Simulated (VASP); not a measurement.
Here is the system:

```
CELL_PARAMETERS angstrom
     -1.63749     1.63749     1.63749
      1.63749    -1.63749     1.63749
      1.63749     1.63749    -1.63749
ATOMIC_POSITIONS crystal
  Au 0.00000 0.00000 0.00000
```

All values below come from r2SCAN meta-GGA with spin-orbit coupling, VASP's PBE PAW potentials (set 64) (plane waves; VASP 6.6.1). Numerical set-up: 400 eV cut-off, 14×14×14 Γ-centred mesh, Gaussian smearing of 0.050 eV, potentials Au.

Give the energies of bands 1 to 14 at the high-symmetry points, in eV from the Fermi level.

```csv
band,Γ,H,N,P
1,-9.89,-7.12,-7.49,-5.94
2,-9.89,-7.12,-7.49,-5.94
3,-5.71,-7.12,-6.40,-5.94
4,-5.71,-7.12,-6.40,-5.94
5,-5.71,-2.40,-3.48,-5.32
6,-5.71,-2.40,-3.48,-5.32
7,-4.56,-2.40,-3.04,-2.89
8,-4.56,-2.40,-3.04,-2.89
9,-3.02,-1.35,-1.52,-2.89
10,-3.02,-1.35,-1.52,-2.89
11,-3.02,4.88,-0.57,2.81
12,-3.02,4.88,-0.57,2.81
13,17.30,7.22,3.43,6.64
14,17.30,7.22,3.43,6.64
```

It has no gap at this level: it comes out as a metal or semimetal.

The structure comes from a computed database's Au entry (Im-3m); how it stands against other phases isn't given here. It was relaxed first.
